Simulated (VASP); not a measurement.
Data:

```
CELL_PARAMETERS angstrom
      2.44945     0.00000     0.00000
     -1.22473     2.12129     0.00000
      0.00000     0.00000     3.99160
ATOMIC_POSITIONS crystal
  Mn 0.66667 0.33333 0.75000
  Mn 0.33333 0.66667 0.25000
```

All values below come from r2SCAN meta-GGA with spin-orbit coupling, VASP's PBE PAW potentials (set 64) (plane waves; VASP). Run with 400 eV cut-off, 15×15×8 Γ-centred mesh, Gaussian smearing of 0.050 eV, potentials Mn_pv.

Problem. What does the run give for the energy per atom (σ→0), band gap (over mesh and band path) with the smallest direct gap where there is one?

Solution. 
| Quantity | Result |
|---|---|
| band gap (over mesh and band path) | none (metal, semimetal or under 0.01 eV) |
| energy per atom (σ→0) | -14.282 eV/atom |

Total energies compare only between runs with the same potentials, cut-off and functional.

The structure comes from a computed database's Mn entry (P6_3/mmc); how it stands against other phases isn't given here. It was relaxed first.
